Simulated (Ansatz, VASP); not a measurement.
Pt3Pb: VASP beside Ansatz

```
CELL_PARAMETERS angstrom
4.04443 0.00000 0.00000
0.00000 4.04443 0.00000
0.00000 0.00000 4.04443
ATOMIC_POSITIONS crystal
Pt 0.00000 0.50000 0.50000
Pt 0.50000 0.00000 0.50000
Pt 0.50000 0.50000 0.00000
Pb 0.00000 0.00000 0.00000
```

Change from the starting cell: volume scaled by 0.99.

Alike in both runs: task single point; functional LDA; k mesh 9 × 9 × 9; occupations fermi-dirac, width 0.03 eV; no spin polarisation.

|  | VASP | Ansatz |
| --- | --- | --- |
| version | VASP 6.6.1 | Ansatz 0.2.0 |
| potentials or method | VASP PAW LDA potentials, release 64 (Pt, Pb_d), cutoff 520 eV | all-electron LAPW, scalar-relativistic |

```csv
,VASP,Ansatz,Ansatz less VASP
pressure (GPa),-0.1,-0.8,-0.65
```

Ansatz ran all-electron here, so the differences hold the error of VASP's frozen core and of both bases.

Spin-orbit coupling is left out, which matters for the levels of Pb, Pt.
